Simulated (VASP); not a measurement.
Here is the system:

```
Co
1.0
    1.24514    -2.15665     0.00000
    1.24514     2.15665     0.00000
    0.00000     0.00000     4.02320
Co
2
Direct
  0.33333   0.66667   0.25000
  0.66667   0.33333   0.75000
```

These are PBE GGA with spin-orbit coupling, VASP's PBE PAW potentials (set 64) (plane waves; VASP) values and carry that method's errors. Numerical set-up: 400 eV cut-off, 15×15×8 Γ-centred mesh, Gaussian smearing of 0.050 eV, potentials Co. Starting moments (MAGMOM): 0 0 1.6 0 0 1.6.

### Question
The job: Co (hcp), 2 atoms, PBE+SOC, static run, 400 eV, 15×15×8 Γ-centred mesh. Roughly how much core time does it take on a busy server core?

### Answer
About 3 core-minutes (one run on a shared machine, a rough figure). It had 195 irreducible k-points, 30 bands, up to 806 plane waves and 38 electronic steps.

The compound is Co in the hcp structure. It was relaxed first.
